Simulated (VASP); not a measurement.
Here is the system:

```xyz
2
Lattice="4.2432 0.0000 0.0000 -2.1216 3.6747 0.0000 0.0000 0.0000 4.1411" Properties=species:S:1:pos:R:3 pbc="T T T"
Bi     0.0000     0.0000     0.0000
Sb     2.1216     1.2249     2.0706
```

Calculation: PBE GGA, VASP's PBE PAW potentials (set 64) (plane waves; VASP). Numerical set-up: 400 eV cut-off, 8×8×7 Γ-centred mesh, first-order Methfessel-Paxton smearing of 0.10 eV, potentials Bi_d Sb.

Unless said otherwise, spin-orbit coupling is left out, though it shifts the bands of the heavy elements here.

Q: What does the run give for the energy per atom (σ→0), band gap (on the k-mesh) with the smallest direct gap where there is one?

A: 
```yaml
band gap (on the k-mesh): none (metal, semimetal or under 0.01 eV)
energy per atom (σ→0): -3.885 eV/atom
```

Total energies compare only between runs with the same potentials, cut-off and functional.

The structure was generated: BiSb was put into the WC type (P-6m2), which need not be its known phase. The cell was not relaxed at this level.
